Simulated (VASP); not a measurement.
The system is SCdClH, in a box.

```
S Cd Cl H
1.0
    14.00000    0.00000    0.00000
     0.00000   12.00000    0.00000
     0.00000    0.00000   12.00000
S Cd Cl H
1 1 1 1
Direct
  0.35512 0.51171 0.45799
  0.50291 0.45577 0.52615
  0.64674 0.39866 0.59404
  0.39075 0.60484 0.41163
```

| Item | Value |
| --- | --- |
| Program | VASP 6.6.1 |
| Task | single point |
| Functional | PBE |
| Potentials or basis | VASP PAW PBE potentials, release 64 (S, Cd, Cl, H) |
| Cutoff | 520 eV |
| k mesh | 1 × 1 × 1 |
| Occupations | gaussian, width 0.01 eV |
| Spin | no spin polarisation |

On this cell: largest force 0.295 eV/Å; gap between the frontier levels 3.78 eV.

The same run follows on a disturbed copy (atoms moved at random, drawn with an rms of 0.05 Å):

```
S Cd Cl H
1.0
    14.00000    0.00000    0.00000
     0.00000   12.00000    0.00000
     0.00000    0.00000   12.00000
S Cd Cl H
1 1 1 1
Direct
  0.35608 0.51078 0.45731
  0.50405 0.45532 0.52695
  0.64939 0.39600 0.59594
  0.39129 0.60630 0.41516
```

Q: What does the disturbed cell give?

A: The energy moves by -0.7 meV/atom; largest force 0.284 eV/Å; gap between the frontier levels 3.70 eV.

Forces in eV/Å, atoms in the order of the input:
```
S   -0.182 -0.084  0.010
Cd   0.259 -0.077  0.086
Cl  -0.142  0.047 -0.049
H    0.065  0.113 -0.047
```

